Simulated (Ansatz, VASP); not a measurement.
# ZrB2 in two plane-wave programs, part 2 of 2

Aim: how closely do two programs agree when they are given the same cell, functional and k mesh? The cell is taken from a series of runs on this material, whose earlier steps may have relaxed, scaled, displaced or heated it; both programs get it as it stands.

VASP 6.6.1 and Ansatz 0.2.0.

So far: Set-up; Ansatz: zone-centre phonons, PBEsol.

### Step 3. VASP: zone-centre phonons, PBEsol

Level of this step: PBEsol; plane waves and PAW (B, Zr_sv) (VASP).

The same cell, functional, mesh and smearing now go to VASP, with its own data sets.

Lines of VASP's logs that name or quote its potential files are left out, and so is its time.

Input file INCAR:

```
SYSTEM = ZrB2
PREC = Accurate
ENCUT = 500
EDIFF = 1E-08
NELM = 120
ISMEAR = 1
SIGMA = 0.2
LREAL = .FALSE.
ALGO = Normal
GGA = PS
NBANDS = 15
LASPH = .TRUE.
LORBIT = 11
LWAVE = .FALSE.
LCHARG = .FALSE.
ISIF = 2
IBRION = 8
GGA_COMPAT = .FALSE.
KPAR = 2
```

Input file POSCAR:

```
ZrB2
1.0
    3.1372197033      0.0000000000      0.0000000000
   -1.5686098517      2.7169119603      0.0000000000
    0.0000000000      0.0000000000      3.6126587692
B Zr
2 1
Direct
    0.3333333333      0.6666666667      0.5000000000
    0.6666666667      0.3333333333      0.5000000000
    0.0000000000      0.0000000000      0.0000000000
```

Input file KPOINTS:

```
Automatic mesh
0
Gamma
15 15 12
0 0 0
```

The projector-augmented-wave data sets are B and Zr_sv (PBE family, release 64).

Run with:

```
> mpirun -np 2 vasp_std
```

Numbers of over 12 decimals in the logs are rounded to 6 here.

Output:

```text
[banner, memory and clock lines left out]
running    2 mpi-ranks, on    1 nodes
 distrk:  each k-point on    1 cores,    2 groups
 distr:  one band on    1 cores,    1 groups

 POSCAR found type information on POSCAR B Zr
 POSCAR found :  2 types and       3 ions
|                                                                             |
|               ----> ADVICE to this user running VASP <----                  |
|                                                                             |
|     You enforced a specific xc type in the INCAR file but a different       |
|     [... a line on the potential file left out ...]
|     I HOPE YOU KNOW WHAT YOU ARE DOING!                                     |
|                                                                             |

 LDA part: xc-table for (Slater+PW92), standard interpolation
 POSCAR, INCAR and KPOINTS ok, starting setup
 FFT: planning ... GRIDC
 FFT: planning ... GRID_SOFT
 FFT: planning ... GRID
 WAVECAR not read
 entering main loop
       N       E                     dE             d eps       ncg     rms          rms(c)
DAV:   1     0.990177051547E+02    0.99018E+02   -0.95706E+03  5670   0.116E+03
DAV:   2    -0.248088172436E+02   -0.12383E+03   -0.11955E+03  7252   0.299E+02
DAV:   3    -0.289880291585E+02   -0.41792E+01   -0.41600E+01  9113   0.473E+01
DAV:   4    -0.290544981323E+02   -0.66469E-01   -0.66449E-01  6614   0.541E+00
DAV:   5    -0.290561403797E+02   -0.16422E-02   -0.16422E-02  8735   0.572E-01    0.216E+01
DAV:   6    -0.264152034167E+02    0.26409E+01   -0.63102E+00  7094   0.171E+01    0.891E+00
DAV:   7    -0.263750960312E+02    0.40107E-01   -0.67372E-01  8192   0.519E+00    0.332E+00
DAV:   8    -0.263744242882E+02    0.67174E-03   -0.97296E-02  6730   0.258E+00    0.497E-01
DAV:   9    -0.263707887841E+02    0.36355E-02   -0.21466E-02  7361   0.109E+00    0.210E-01
DAV:  10    -0.263703636449E+02    0.42514E-03   -0.18547E-03  6669   0.407E-01    0.348E-02
DAV:  11    -0.263703741996E+02   -0.10555E-04   -0.71979E-05  7513   0.813E-02    0.108E-02
DAV:  12    -0.263703723540E+02    0.18456E-05   -0.28146E-06  7373   0.120E-02    0.568E-03
DAV:  13    -0.263703722225E+02    0.13150E-06   -0.47030E-07  8097   0.552E-03    0.161E-03
DAV:  14    -0.263703721994E+02    0.23046E-07   -0.24540E-08  5835   0.143E-03    0.528E-04
DAV:  15    -0.263703721735E+02    0.25884E-07   -0.31631E-09  3465   0.528E-04    0.181E-04
DAV:  16    -0.263703721650E+02    0.84849E-08   -0.10802E-09  3094   0.288E-04
   1 F= -.26370372E+02 E0= -.26370599E+02  d E =0.681254E-03
 Linear response reoptimize wavefunctions to high precision
DAV:   1    -0.263703721640E+02    0.10739E-08   -0.26305E-10  3955   0.130E-04
DAV:   2    -0.263703721640E+02    0.12960E-10   -0.86829E-11  3038   0.533E-05
 Linear response DOF=           4
 Linear response progress:
  Degree of freedom:   1/  4
       N       E                     dE             d eps       ncg     rms          rms(c)
RMM:   1    -0.475099412739E-01   -0.47510E-01   -0.22970E-02 57656   0.102E+00
RMM:   2    -0.426263304744E-01    0.48836E-02   -0.23554E-03 46861   0.248E-01    0.141E-01
RMM:   3    -0.425813088784E-01    0.45022E-04   -0.64113E-04 44701   0.120E-01    0.706E-02
RMM:   4    -0.430389421466E-01   -0.45763E-03   -0.40785E-04 43605   0.954E-02    0.826E-03
RMM:   5    -0.430415251901E-01   -0.25830E-05   -0.49644E-05 52373   0.268E-02    0.218E-03
RMM:   6    -0.430422250404E-01   -0.69985E-06   -0.99201E-06 56218   0.955E-03    0.111E-03
RMM:   7    -0.430392291435E-01    0.29959E-05   -0.19492E-06 55155   0.455E-03    0.271E-04
RMM:   8    -0.430408478511E-01   -0.16187E-05    0.42137E-09 58362   0.210E-03    0.142E-04
RMM:   9    -0.430404531314E-01    0.39472E-06    0.27112E-07 59056   0.962E-04    0.304E-05
RMM:  10    -0.430406406623E-01   -0.18753E-06    0.60696E-08 58599   0.467E-04    0.245E-05
RMM:  11    -0.430405240620E-01    0.11660E-06    0.12160E-07 58750   0.233E-04    0.742E-06
RMM:  12    -0.430405159506E-01    0.81114E-08    0.33052E-08 60264   0.117E-04    0.478E-06
 first order change of Fermi-energy   0.17368E-04
 force on displaced ion       1 direction 1 : -16.102  -0.001   0.000
 Linear response progress:
  Degree of freedom:   2/  4
       N       E                     dE             d eps       ncg     rms          rms(c)
RMM:   1    -0.470158159327E-01   -0.47016E-01   -0.98055E-04 20251   0.108E+00
RMM:   2    -0.443617089162E-01    0.26541E-02   -0.19094E-03 16254   0.242E-01    0.114E-01
RMM:   3    -0.442934969286E-01    0.68212E-04   -0.92892E-04 15839   0.142E-01    0.527E-02
RMM:   4    -0.446353688691E-01   -0.34187E-03   -0.33612E-04 16704   0.877E-02    0.125E-02
RMM:   5    -0.447004256261E-01   -0.65057E-04   -0.50978E-05 18125   0.334E-02    0.403E-03
RMM:   6    -0.447108337624E-01   -0.10408E-04   -0.11788E-05 19041   0.133E-02    0.844E-04
RMM:   7    -0.447034508343E-01    0.73829E-05   -0.67886E-06 19451   0.581E-03    0.265E-04
RMM:   8    -0.447041865144E-01   -0.73568E-06   -0.33934E-06 19516   0.278E-03    0.140E-04
RMM:   9    -0.447031784792E-01    0.10080E-05   -0.28085E-06 19586   0.142E-03    0.883E-05
RMM:  10    -0.447036819773E-01   -0.50350E-06   -0.15448E-06 19731   0.759E-04    0.870E-06
RMM:  11    -0.447036657743E-01    0.16203E-07   -0.10723E-06 21019   0.372E-04    0.103E-05
RMM:  12    -0.447036619082E-01    0.38660E-08   -0.55619E-07 20749   0.186E-04    0.527E-06
RMM:  13    -0.447036456649E-01    0.16243E-07   -0.37792E-07 20438   0.972E-05    0.412E-06
RMM:  14    -0.447036619930E-01   -0.16328E-07   -0.20246E-07 20515   0.509E-05    0.223E-06
RMM:  15    -0.447036624594E-01   -0.46646E-09   -0.13421E-07 20192   0.267E-05    0.207E-06
RMM:  16    -0.447036591653E-01    0.32942E-08   -0.77095E-08 19507   0.145E-05    0.115E-06
 first order change of Fermi-energy  -0.46597E-04
 force on displaced ion       1 direction 3 :   0.000  -0.000  -9.441
 Linear response progress:
  Degree of freedom:   3/  4
       N       E                     dE             d eps       ncg     rms          rms(c)
RMM:   1    -0.679675087258E+00   -0.67968E+00    0.30066E+00 15458   0.150E+01
RMM:   2    -0.624689875695E+00    0.54985E-01   -0.18799E-01 21370   0.281E+00    0.177E-01
RMM:   3    -0.625852521348E+00   -0.11626E-02   -0.32278E-02 25715   0.867E-01    0.557E-02
RMM:   4    -0.627416710429E+00   -0.15642E-02   -0.56320E-03 31630   0.303E-01    0.308E-02
RMM:   5    -0.627903247452E+00   -0.48654E-03   -0.94550E-04 31544   0.115E-01    0.183E-02
RMM:   6    -0.627889614765E+00    0.13633E-04   -0.13654E-04 31620   0.510E-02    0.439E-03
RMM:   7    -0.627861370232E+00    0.28245E-04   -0.36479E-05 32741   0.240E-02    0.374E-03
RMM:   8    -0.627852330932E+00    0.90393E-05   -0.16039E-05 32924   0.132E-02    0.915E-04
RMM:   9    -0.627857412959E+00   -0.50820E-05   -0.70253E-06 33432   0.780E-03    0.186E-04
RMM:  10    -0.627858363102E+00   -0.95014E-06   -0.55566E-06 34181   0.497E-03    0.143E-04
RMM:  11    -0.627858839647E+00   -0.47654E-06   -0.27377E-06 35000   0.341E-03    0.187E-04
RMM:  12    -0.627855543399E+00    0.32962E-05   -0.24935E-06 32971   0.259E-03    0.253E-04
RMM:  13    -0.627858376846E+00   -0.28334E-05   -0.13989E-06 31281   0.206E-03    0.111E-04
RMM:  14    -0.627861919175E+00   -0.35423E-05   -0.12460E-06 32416   0.162E-03    0.813E-05
[...]
RMM:  23    -0.627866147902E+00    0.20922E-06   -0.12423E-07 28989   0.342E-04    0.335E-05
RMM:  24    -0.627866180778E+00   -0.32876E-07   -0.99706E-08 29757   0.295E-04    0.385E-05
RMM:  25    -0.627866196601E+00   -0.15823E-07   -0.75287E-08 30461   0.259E-04    0.418E-05
RMM:  26    -0.627866244894E+00   -0.48293E-07   -0.61899E-08 26528   0.229E-04    0.446E-05
RMM:  27    -0.627866232376E+00    0.12518E-07   -0.49498E-08 29586   0.204E-04    0.470E-05
RMM:  28    -0.627866184829E+00    0.47547E-07   -0.38175E-08 28616   0.181E-04    0.525E-05
RMM:  29    -0.627866233798E+00   -0.48969E-07   -0.29556E-08 24633   0.162E-04    0.540E-05
RMM:  30    -0.627866246711E+00   -0.12914E-07   -0.23277E-08 21436   0.144E-04    0.559E-05
 first order change of Fermi-energy   0.62989E-04
 force on displaced ion       3 direction 1 : -12.527  -0.000   0.000
 Linear response progress:
  Degree of freedom:   4/  4
       N       E                     dE             d eps       ncg     rms          rms(c)
RMM:   1    -0.769772175728E+00   -0.76977E+00    0.26110E+00  6589   0.146E+01
RMM:   2    -0.714342121993E+00    0.55430E-01   -0.16216E-01  8872   0.267E+00    0.198E-01
RMM:   3    -0.717496361187E+00   -0.31542E-02   -0.36372E-02 10361   0.811E-01    0.617E-02
RMM:   4    -0.719854977548E+00   -0.23586E-02   -0.64535E-03 12029   0.280E-01    0.370E-02
RMM:   5    -0.720117902229E+00   -0.26292E-03   -0.11067E-03 12738   0.104E-01    0.256E-02
RMM:   6    -0.719920276001E+00    0.19763E-03   -0.10564E-04 12637   0.494E-02    0.661E-03
RMM:   7    -0.719995151039E+00   -0.74875E-04   -0.26727E-05 12822   0.220E-02    0.335E-03
RMM:   8    -0.719985279462E+00    0.98716E-05   -0.86880E-06 13294   0.114E-02    0.820E-04
RMM:   9    -0.719988366951E+00   -0.30875E-05    0.83112E-07 13692   0.659E-03    0.766E-04
RMM:  10    -0.719990546597E+00   -0.21796E-05   -0.20227E-06 13541   0.463E-03    0.159E-04
RMM:  11    -0.719992144421E+00   -0.15978E-05    0.36885E-06 13932   0.325E-03    0.637E-05
RMM:  12    -0.719992258064E+00   -0.11364E-06    0.58212E-07 13402   0.244E-03    0.123E-04
RMM:  13    -0.719992020998E+00    0.23707E-06    0.34432E-06 14078   0.184E-03    0.132E-04
RMM:  14    -0.719992621313E+00   -0.60031E-06    0.16710E-06 13233   0.150E-03    0.563E-05
[...]
RMM:  30    -0.719998026114E+00   -0.84718E-08    0.47789E-07  8389   0.101E-04    0.780E-06
RMM:  31    -0.719998031212E+00   -0.50983E-08    0.46170E-07  8590   0.885E-05    0.889E-06
RMM:  32    -0.719998024332E+00    0.68806E-08    0.37956E-07  7073   0.775E-05    0.102E-05
RMM:  33    -0.719998027545E+00   -0.32135E-08    0.36381E-07  6590   0.682E-05    0.111E-05
RMM:  34    -0.719998026283E+00    0.12620E-08    0.30247E-07  6232   0.602E-05    0.120E-05
RMM:  35    -0.719998026186E+00    0.97301E-10    0.28689E-07  5965   0.533E-05    0.128E-05
RMM:  36    -0.719998026076E+00    0.11015E-09    0.24090E-07  5884   0.473E-05    0.135E-05
RMM:  37    -0.719998025755E+00    0.32086E-09    0.22610E-07  5641   0.421E-05    0.140E-05
 first order change of Fermi-energy  -0.15786E-03
 force on displaced ion       3 direction 3 :  -0.000  -0.000 -12.865
 Linear response finished
```

From OUTCAR (step 3):

```text
ion  position               nearest neighbor table
   1  0.333  0.667  0.500-   2 1.81   2 1.81   2 1.81   3 2.56   3 2.56   3 2.56   3 2.56   3 2.56
                             3 2.56
   2  0.667  0.333  0.500-   1 1.81   1 1.81   1 1.81   3 2.56   3 2.56   3 2.56   3 2.56   3 2.56
                             3 2.56
   3  0.000  0.000  0.000-   1 2.56   2 2.56   1 2.56   2 2.56   2 2.56   2 2.56   1 2.56   1 2.56
                             2 2.56   2 2.56   1 2.56   1 2.56

  LATTYP: Found a hexagonal cell.
 ALAT       =     3.1372197033
 C/A-ratio  =     1.1515479026

 Subroutine GETGRP returns: Found 24 space group operations
 (whereof 24 operations were pure point group operations)

The static configuration has the point symmetry D_6h.

 Found    189 irreducible k-points:

   k-points           NKPTS =    189   k-points in BZ     NKDIM =    189   number of bands    NBANDS=     15

   dimension x,y,z NGX =    24 NGY =   24 NGZ =   28
   dimension x,y,z NGXF=    48 NGYF=   48 NGZF=   56

   ENCUT  =  500.0 eV  36.75 Ry    6.06 a.u.   5.72  5.72  6.59*2*pi/ulx,y,z

   NELECT =      18.0000    total number of electrons

 k-points in reciprocal lattice and weights: Automatic mesh
   0.00000000  0.00000000  0.00000000       0.000
   0.06666667 -0.00000000  0.00000000       0.002
   0.13333333 -0.00000000  0.00000000       0.002
   0.20000000 -0.00000000  0.00000000       0.002
   0.26666667 -0.00000000  0.00000000       0.002
   0.33333333 -0.00000000  0.00000000       0.002
   0.40000000 -0.00000000  0.00000000       0.002
   0.46666667 -0.00000000  0.00000000       0.002
   0.06666667  0.06666667  0.00000000       0.002
[...]
0.33333333  0.26666667  0.50000000       0.004
   0.33333333  0.33333333  0.50000000       0.001

 average (electrostatic) potential at core
       1 -22.0547       2 -22.0547       3 -72.6770

  Total        0.0591737      0.0591737     -2.1631583     -0.0000000     -0.0000000      0.0000000
  in kB        3.0788747      3.0788747   -112.5515424     -0.0000000     -0.0000000      0.0000000
  external PRESSURE =     -35.4645977 kB  Pullay stress =       0.0000000 kB

  energy-cutoff  :      500.00
  volume of cell :       30.79
      direct lattice vectors                 reciprocal lattice vectors
     3.137219703  0.000000000  0.000000000     0.318753576  0.184032463  0.000000000
    -1.568609852  2.716911960  0.000000000     0.000000000  0.368064926  0.000000000
     0.000000000  0.000000000  3.612658769     0.000000000  0.000000000  0.276804443

 POSITION                                       TOTAL-FORCE (eV/Angst)
 -----------------------------------------------------------------------------------
     -0.00000      1.81127      1.80633         0.000000     -0.000000      0.000000
      1.56861      0.90564      1.80633        -0.000000      0.000000     -0.000000
      0.00000      0.00000      0.00000        -0.000000     -0.000000     -0.000000
 -----------------------------------------------------------------------------------
    total drift:                               -0.000000      0.000000      0.000000

 Eigenvectors and eigenvalues of the dynamical matrix
 ----------------------------------------------------

   1 f  =   24.219043 THz   152.172733 2PiTHz  807.860305 cm-1   100.161867 meV
             X         Y         Z           dx          dy          dz
     -0.000000  1.811275  1.806329    -0.550592    0.443676   -0.000000
      1.568610  0.905637  1.806329     0.550592   -0.443676    0.000000
      0.000000  0.000000  0.000000    -0.000000    0.000000    0.000000

   2 f  =   24.219043 THz   152.172733 2PiTHz  807.860305 cm-1   100.161867 meV
             X         Y         Z           dx          dy          dz
     -0.000000  1.811275  1.806329    -0.443676   -0.550592    0.000000
      1.568610  0.905637  1.806329     0.443676    0.550592   -0.000000
      0.000000  0.000000  0.000000     0.000000   -0.000000   -0.000000

   3 f  =   16.777497 THz   105.416121 2PiTHz  559.637050 cm-1    69.386120 meV
             X         Y         Z           dx          dy          dz
     -0.000000  1.811275  1.806329     0.000000   -0.000000   -0.707107
      1.568610  0.905637  1.806329     0.000000   -0.000000    0.707107
      0.000000  0.000000  0.000000    -0.000000    0.000000   -0.000000

   4 f  =   13.410726 THz    84.262078 2PiTHz  447.333677 cm-1    55.462282 meV
             X         Y         Z           dx          dy          dz
     -0.000000  1.811275  1.806329     0.000000   -0.000000    0.635748
      1.568610  0.905637  1.806329     0.000000   -0.000000    0.635748
      0.000000  0.000000  0.000000    -0.000000    0.000000   -0.437776

   5 f  =   13.229285 THz    83.122049 2PiTHz  441.281449 cm-1    54.711902 meV
             X         Y         Z           dx          dy          dz
     -0.000000  1.811275  1.806329    -0.494996    0.398869    0.000000
      1.568610  0.905637  1.806329    -0.494996    0.398869    0.000000
      0.000000  0.000000  0.000000     0.340983   -0.274765   -0.000000

   6 f  =   13.229285 THz    83.122049 2PiTHz  441.281449 cm-1    54.711902 meV
             X         Y         Z           dx          dy          dz
     -0.000000  1.811275  1.806329    -0.398869   -0.494996   -0.000000
      1.568610  0.905637  1.806329    -0.398869   -0.494996   -0.000000
      0.000000  0.000000  0.000000     0.274765    0.340983    0.000000

   7 f/i=    0.000711 THz     0.004470 2PiTHz    0.023728 cm-1     0.002942 meV
             X         Y         Z           dx          dy          dz
     -0.000000  1.811275  1.806329    -0.000000    0.000000    0.309555
      1.568610  0.905637  1.806329    -0.000000    0.000000    0.309555
      0.000000  0.000000  0.000000    -0.000000    0.000000    0.899084

   8 f/i=    0.002677 THz     0.016818 2PiTHz    0.089283 cm-1     0.011070 meV
             X         Y         Z           dx          dy          dz
     -0.000000  1.811275  1.806329     0.230232   -0.207065    0.000000
      1.568610  0.905637  1.806329     0.230232   -0.207065    0.000000
      0.000000  0.000000  0.000000     0.668443   -0.601181    0.000000

   9 f/i=    0.002677 THz     0.016818 2PiTHz    0.089283 cm-1     0.011070 meV
             X         Y         Z           dx          dy          dz
     -0.000000  1.811275  1.806329    -0.207065   -0.230232    0.000000
      1.568610  0.905637  1.806329    -0.207065   -0.230232    0.000000
      0.000000  0.000000  0.000000    -0.601181   -0.668443    0.000000

 ELASTIC MODULI CONTR FROM IONIC RELAXATION (kBar)
 Direction    XX          YY          ZZ          XY          YZ          ZX
 --------------------------------------------------------------------------------
 XX          -1.0382      1.0382      0.0000      0.0000     -0.0000      0.0000
 YY           1.0382     -1.0382     -0.0000      0.0000      0.0000     -0.0000
 ZZ           0.0000     -0.0000     -0.0000     -0.0000     -0.0000      0.0000
 XY           0.0000      0.0000     -0.0000     -1.0382     -0.0000      0.0000
 YZ          -0.0000      0.0000     -0.0000     -0.0000     -0.0000      0.0000
 ZX           0.0000     -0.0000      0.0000      0.0000      0.0000     -0.0000
 --------------------------------------------------------------------------------
```

### Step 4. Comparison

Known differences besides the potentials themselves: the cutoff is 420 eV in Ansatz and 500 eV in VASP; Ansatz makes its cores anew for this functional, VASP keeps those of its PBE data sets. Total energies have different zeros and are not compared.

The two programs side by side:

```tsv
quantity	Ansatz	VASP	difference
optical mode 1 to 2 (cm⁻¹)	440.6	441.3	-0.15 %
optical mode 3 (cm⁻¹)	445.6	447.3	-0.40 %
optical mode 4 (cm⁻¹)	559.2	559.6	-0.08 %
optical mode 5 to 6 (cm⁻¹)	805.2	807.9	-0.33 %
```

Modes are paired by rising frequency, not by their patterns, so a pair may set unlike modes beside each other; they are those without the splitting of longitudinal modes.

### Step 5. Outcome

| Item | Value |
| --- | --- |
| r.m.s. difference of the optical zone-centre modes, each program's sorted by frequency (zone-centre phonons, PBEsol) | 1.8 cm⁻¹ |

The r.m.s. difference of the optical zone-centre modes, each program's sorted by frequency is 1.8 cm⁻¹ (zone-centre phonons, PBEsol). How closely two codes agree says nothing of how well the functional describes the real material.

[Lines on the potential files, build, host, timing and source positions are cut from VASP's logs without a mark.]

[Logs are printed without paths, hosts, clocks, repeated set-up lines and the standing remarks that a program may print on its own settings, such as how far it seeks lower states.]

[Hosts, paths, dates, database ids (printed as entryN), source tags and the programs' standing remarks are cut or masked in the printed files.]
